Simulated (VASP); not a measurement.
OSZICAR of a VASP run on Tl (hcp):

OSZICAR:
```
       N       E                     dE             d eps       ncg     rms          rms(c)
DAV:   1     0.125732725168E+03    0.12573E+03   -0.14096E+04  2584   0.139E+03
DAV:   2    -0.227720983266E+01   -0.12801E+03   -0.12642E+03  2744   0.288E+02
DAV:   3    -0.448389652531E+01   -0.22067E+01   -0.22005E+01  3021   0.337E+01
DAV:   4    -0.449832791870E+01   -0.14431E-01   -0.14428E-01  2888   0.276E+00
DAV:   5    -0.449852262283E+01   -0.19470E-03   -0.19470E-03  2921   0.324E-01    0.231E+00
DAV:   6    -0.446282525178E+01    0.35697E-01   -0.71991E-02  2738   0.221E+00    0.167E+00
DAV:   7    -0.445691446474E+01    0.59108E-02   -0.29150E-02  2692   0.140E+00    0.653E-01
DAV:   8    -0.445659611582E+01    0.31835E-03   -0.17485E-03  2683   0.345E-01    0.333E-02
DAV:   9    -0.445660330494E+01   -0.71891E-05   -0.13756E-05  3102   0.342E-02    0.121E-02
DAV:  10    -0.445660948846E+01   -0.61835E-05   -0.58275E-06  2086   0.220E-02    0.114E-03
DAV:  11    -0.445660964111E+01   -0.15265E-06   -0.30033E-07  1405   0.523E-03
   1 F= -.44566096E+01 E0= -.44567803E+01  d E =-.445661E+01
```

Task: Which electronic solver shows in the log?

Result: It is blocked Davidson (ALGO = Normal, or the opening steps of other solvers). The INCAR had ALGO = Normal.

Task: Can the final energy be trusted as converged?

Result: Self-consistency was reached. It stopped with EDIFF = 1E-6, NELM = 100, NSW = 40 and EDIFFG = -0.02 after 1 ionic step (PBE GGA, plane waves, VASP's PBE PAW potentials (set 64)).

The compound is Tl in the hcp structure. It was relaxed first, which changed the volume by +10 %.
